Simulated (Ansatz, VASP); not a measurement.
Two plane-wave programs on ScNb2O3

INCAR

```
SYSTEM = ScNb2O3
PREC = Accurate
ENCUT = 520
EDIFF = 1E-6
ISMEAR = 0
SIGMA = 0.1
LREAL = .FALSE.
LASPH = .TRUE.
NELM = 80
ALGO = Normal
ISIF = 2
LWAVE = .FALSE.
LCHARG = .TRUE.
GGA = PE
LELF = .TRUE.
LVHAR = .TRUE.
NBANDS = 36
```

Contents of KPOINTS:

```
Automatic mesh
0
G
  4 4 6
  0 0 0
```

File POSCAR:

```
ScNb2O3
1.0
    2.7968469300     -4.2649772600      0.0000000000
    2.7968469300      4.2649772600      0.0000000000
    0.0000000000      0.0000000000      2.7839725400
Sc Nb O
1 2 3
Direct
    0.5000000000      0.5000000000      0.0000000000
    0.2156325000      0.7843675000      0.0000000000
    0.7843675000      0.2156325000      0.0000000000
    0.0000000000      0.0000000000      0.0000000000
    0.5000000000      0.0000000000      0.5000000000
    0.0000000000      0.5000000000      0.5000000000
```

Input for Ansatz:

```yaml
crystal:
  lattice:
    - [2.79684693, -4.26497726, 0.0]
    - [2.79684693, 4.26497726, 0.0]
    - [0.0, 0.0, 2.78397254]
  atoms:
    - { symbol: Sc, position: [0.5, 0.5, 0.0] }
    - { symbol: Nb, position: [0.2156325, 0.7843675, 0.0] }
    - { symbol: Nb, position: [0.7843675, 0.2156325, 0.0] }
    - { symbol: O, position: [0.0, 0.0, 0.0] }
    - { symbol: O, position: [0.5, 0.0, 0.5] }
    - { symbol: O, position: [0.0, 0.5, 0.5] }
basis:
  ecutwfc: 420
kpoints:
  mp_grid: { grid: [4, 4, 6] }
hamiltonian:
  xc: pbe
scf:
  occupations: { method: gaussian, width: 0.1 }
  lower_state_search: "off"
output:
  forces: true
  stress: true
  eigenvalues: true
```

Change from the starting cell: species swapped into the NaH2Pd3 type (Cmmm, No. 65).

Alike in both runs: task single point; functional PBE; k mesh 4 × 4 × 6; occupations gaussian, width 0.1 eV; no spin polarisation.

|  | VASP | Ansatz |
| --- | --- | --- |
| version | VASP 6.6.1 | Ansatz 0.2.0 |
| potentials or method | VASP PAW PBE potentials, release 64 (Sc_sv, Nb_sv, O) | scalar-relativistic, plane waves, PAW |
| plane-wave cutoff (eV) | 520 | 420 |
| valence electrons in the cell | 55 | 55 |

```csv
,VASP,Ansatz,Ansatz less VASP
gap on the k mesh at the Fermi level (eV),none,none,-
rms of the force components (eV/Å),0.615,0.630,+0.0154
```

Atom by atom the forces differ by 0.015 eV/Å (rms over components). A gap of «none» marks a metal or a gap that the smearing closes.

Caveats: the k mesh is coarse (spacing up to 0.38 Å⁻¹), so the values aren't converged; an odd number of electrons without spin polarisation forces a metal; a magnetic or distorted state may lie lower.
